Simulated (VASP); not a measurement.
These are PBE GGA, VASP's PBE PAW potentials (set 64) (plane waves; VASP) values and carry that method's errors.

A VASP calculation is set up with these files.

KPOINTS:
```
Regular mesh
0
gamma
12 12 12
```

POSCAR:
```
HfC
1
    0.0000000000     2.3387410000     2.3560370000
    2.3819600000     0.0000000000     2.3560370000
    2.3819600000     2.3387410000     0.0000000000
Hf C
1 1
Direct
  0.0000000000   0.0000000000   0.0000000000
  0.4909530000   0.5090470000   0.5090470000
```

INCAR:
```
# general
SYSTEM  = HfC
PREC    = Accurate
ENCUT   = 520   # plane-wave cut-off (eV)
LREAL   = .FALSE.   # projection in real space or not
LASPH   = .TRUE.   # aspherical one-centre terms

# electronic loop
EDIFF   = 1E-6
NELM    = 100   # most electronic steps
ALGO    = Normal   # blocked Davidson
IMIX    = 4
AMIX    = 1.0
BMIX    = 3.0
LMAXMIX = 6   # l cut-off of mixed one-centre charges

# smearing
ISMEAR  = 1
SIGMA   = 0.1

# functional
GGA     = PE

# ions
ISIF    = 2   # forces and stress, cell fixed

# output
LWAVE   = .FALSE.
LCHARG  = .FALSE.
```

POTCAR, in this order: Hf_pv C (PBE.64 set). Program: vasp_std.

What VASP printed:

### OSZICAR
```
       N       E                     dE             d eps       ncg     rms          rms(c)
DAV:   1     0.241531463950E+02    0.24153E+02   -0.78324E+03  6168   0.121E+03
DAV:   2    -0.224026345452E+02   -0.46556E+02   -0.44171E+02  8006   0.214E+02
DAV:   3    -0.242202429814E+02   -0.18176E+01   -0.17987E+01  7922   0.327E+01
DAV:   4    -0.242367090912E+02   -0.16466E-01   -0.16450E-01  7545   0.335E+00
DAV:   5    -0.242369277278E+02   -0.21864E-03   -0.21857E-03  8155   0.317E-01    0.529E+01
DAV:   6    -0.213749059504E+02    0.28620E+01   -0.28386E+01  6941   0.262E+01    0.331E+01
DAV:   7    -0.210483502488E+02    0.32656E+00   -0.29036E+00  7065   0.971E+00    0.194E+01
DAV:   8    -0.210050597662E+02    0.43290E-01   -0.24069E-01  7336   0.364E+00    0.405E+00
DAV:   9    -0.210004137200E+02    0.46460E-02   -0.27222E-02  6898   0.143E+00    0.211E+00
DAV:  10    -0.209999825248E+02    0.43120E-03   -0.13496E-03  7710   0.263E-01    0.397E-01
DAV:  11    -0.209999538012E+02    0.28724E-04   -0.15100E-04  7273   0.793E-02    0.177E-01
DAV:  12    -0.209999546272E+02   -0.82597E-06   -0.30293E-06  7408   0.127E-02
   1 F= -.20999955E+02 E0= -.20999915E+02  d E =-.117836E-03
```

### OUTCAR
```
------------------------ aborting loop because EDIFF is reached ----------------------------------------
  FORCE on cell =-STRESS in cart. coord.  units (eV):
  Direction    XX          YY          ZZ          XY          YZ          ZX
  --------------------------------------------------------------------------------------
  Total       -2.0521567     -1.1445804     -1.5487762      0.0000000      0.0000000      0.0000000
  in kB     -125.2542291    -69.8599374    -94.5301942      0.0000000      0.0000000      0.0000000
  external PRESSURE =     -96.5481202 kB  Pullay stress =       0.0000000 kB
  volume of cell :       26.25
      direct lattice vectors                 reciprocal lattice vectors
     0.000000000  2.338741000  2.356037000    -0.209911166  0.213790240  0.212220776
     2.381960000  0.000000000  2.356037000     0.209911166 -0.213790240  0.212220776
     2.381960000  2.338741000  0.000000000     0.209911166  0.213790240 -0.212220776
 POSITION                                       TOTAL-FORCE (eV/Angst)
 -----------------------------------------------------------------------------------
      0.00000      0.00000      0.00000         0.223978      0.000000      0.000000
      2.42506      2.33874      2.35604        -0.223978      0.000000      0.000000
 -----------------------------------------------------------------------------------
    total drift:                                0.000062     -0.000000      0.000000
  FREE ENERGIE OF THE ION-ELECTRON SYSTEM (eV)
  ---------------------------------------------------
  free  energy   TOTEN  =       -20.9999546272 eV

  energy  without entropy=      -20.9998367915  energy(sigma->0) =      -20.99991535
```
(Selected blocks of OUTCAR.)

**OUTCAR**
```
 val. band max:        5.5597183473   @ k =   0.5000   0.5000   0.0000

 cond. band min:       5.6652009078   @ k =   0.5000   0.0000   0.4167


 Fermi energy:         5.6622182637

 k-point     1 :       0.0000    0.0000    0.0000
  band No.  band energies     occupation
      1     -24.1728      2.00000
      2     -24.1564      2.00000
      3     -24.1465      2.00000
      4      -6.4643      2.00000
      5       6.5026     -0.00000
      6       6.5122     -0.00000
      7       6.5124     -0.00000
      8       6.9015     -0.00000
      9       7.1461     -0.00000
     10       7.1961     -0.00000
     11       8.8228      0.00000

 k-point     2 :       0.0833   -0.0000    0.0000
  band No.  band energies     occupation
      1     -24.2020      2.00000
      2     -24.1685      2.00000
      3     -24.1537      2.00000
      4      -6.3015      2.00000
      5       5.4840      2.03028
      6       5.8521     -0.02188
      7       5.8832     -0.00767
      8       7.2470     -0.00000
      9       7.3660     -0.00000
     10       7.6360     -0.00000
     11       9.5872      0.00000

 k-point     3 :       0.1667   -0.0000    0.0000
  band No.  band energies     occupation
      1     -24.3085      2.00000
      2     -24.1827      2.00000
      3     -24.1640      2.00000
      4      -5.8349      2.00000
      5       4.0884      2.00000
      6       4.8283      2.00000
      7       4.8725      2.00000
      8       7.7744      0.00000
      9       7.8445      0.00000
     10       8.0678      0.00000
     11      11.0634      0.00000

 k-point     4 :       0.2500   -0.0000   -0.0000
  band No.  band energies     occupation
      1     -24.4529      2.00000
      2     -24.1997      2.00000
      3     -24.1772      2.00000
      4      -5.1256      2.00000
      5       2.6549      2.00000
      6       3.9531      2.00000
      7       3.9951      2.00000
      8       8.4690      0.00000
      9       8.5731      0.00000
...
```

Unless said otherwise, spin-orbit coupling is left out, though it shifts the bands of the heavy elements here.

The compound is HfC in the rock salt structure. The cell was not relaxed at this level, atoms are displaced from their ideal sites. The run is one of a series of settings (AMIX = 1.0, BMIX = 3.0, IMIX = 4 against the base run), some of them coarse on purpose.
